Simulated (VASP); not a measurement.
Here is a VASP 6.6.1 calculation.

The input INCAR:

```
PREC = Accurate
ENCUT = 520
EDIFF = 1E-6
ISMEAR = -1
SIGMA = 0.0741
LREAL = Auto
LASPH = True
NELM = 100
ALGO = Normal
ISIF = 2
LWAVE = False
LCHARG = False
GGA = PE
NBANDS = 58
ISYM = 0
```

Contents of KPOINTS:

```
Automatic mesh
0
Gamma
  1 1 1
  0.25 0.25 0.25
```

File POSCAR:

```
Be3Ag
1.0
    5.9946500000      0.0085350000     -0.1640780000
    0.0085350000      5.8394660000      0.0032650000
   -0.1640780000      0.0032650000      6.0504030000
Be Ag
15 5
Direct
    0.5630397406      0.6128628505      0.8020451592
    0.6197641668      0.2488545581      0.7223834767
    0.4278255515      0.8122609072      0.4929733985
    0.4799789939      0.6123209520      0.1947929362
    0.7611797554      0.3928498021      0.0395921061
    0.0885788154      0.3667624799      0.2257116353
    0.9527670174      0.3714844782      0.6567085217
    0.3292493150      0.4786549663      0.5603232976
    0.5314244574      0.9688978275     -0.0197944483
    0.9699725507      0.1205681470      0.9668267554
    0.2229695523      0.9472154254      0.2170547548
    0.2097146823      0.1113574634      0.6067270203
    0.6976758925      0.5191799882      0.4488352499
    0.0828908007      0.7403578582      0.4251105734
    0.8944305219      0.1164593359      0.3463103419
    0.3337867877      0.2731579616      0.9557428171
    0.8081577261      0.8954830439      0.6369328045
    0.2438908083      0.7705762025      0.8152701869
    0.8387031769      0.7453916525      0.1244890689
    0.5174007935      0.1951567669      0.3361957709
```

Potentials or basis: VASP PAW PBE potentials, release 64 (Be, Ag).

Run with:

```console
$ cat potpaw_PBE.64/Be/POTCAR potpaw_PBE.64/Ag/POTCAR > POTCAR
$ mpirun -np 1 vasp_std > vasp.out
```

(1) Predict the band gap on the k mesh.

(2) Predict the largest force.

(3) Predict the pressure.

Results:

(1) none (metal or under the smearing width).

(2) 2.969 eV/Å.

(3) 6.8 GPa.
